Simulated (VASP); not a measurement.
```
Mg2Si
1.0
    0.00000     3.12498     3.12498
    3.12498     0.00000     3.12498
    3.12498     3.12498     0.00000
Mg Si
2 1
Direct
  0.25000   0.25000   0.25000
  0.75000   0.75000   0.75000
  0.00000   0.00000   0.00000
```

Method: LDA (Ceperley-Alder, Perdew-Zunger), VASP's LDA PAW potentials (set 64) (plane waves; VASP). Settings: 520 eV cut-off, Gaussian smearing of 0.050 eV, potentials Mg Si.

**Question.** Give the energies of bands 2 to 7 at the high-symmetry points, in eV from the valence-band maximum.

**Answer.** 
| band | Γ | X | U | L | W |
|---|---|---|---|---|---|
| 2 | 0.00 | -4.59 | -4.15 | -4.94 | -3.73 |
| 3 | 0.00 | -2.02 | -3.58 | -0.72 | -3.73 |
| 4 | 0.00 | -2.02 | -1.69 | -0.72 | -2.78 |
| 5 | 2.03 | 0.10 | 0.64 | 1.33 | 2.66 |
| 6 | 2.57 | 0.38 | 3.01 | 2.53 | 3.62 |
| 7 | 2.57 | 8.10 | 5.94 | 2.53 | 3.62 |

The gap is indirect, 0.10 eV, from the valence maximum at Γ to the conduction minimum at X.

Measured: gap 0.77 eV (computed value off by -0.67 eV), as given by Byungki Ryu et al., Journal of the Korean Physical Society (2019), arXiv:1905.06140.

The compound is Mg2Si in the antifluorite structure. It was relaxed first.
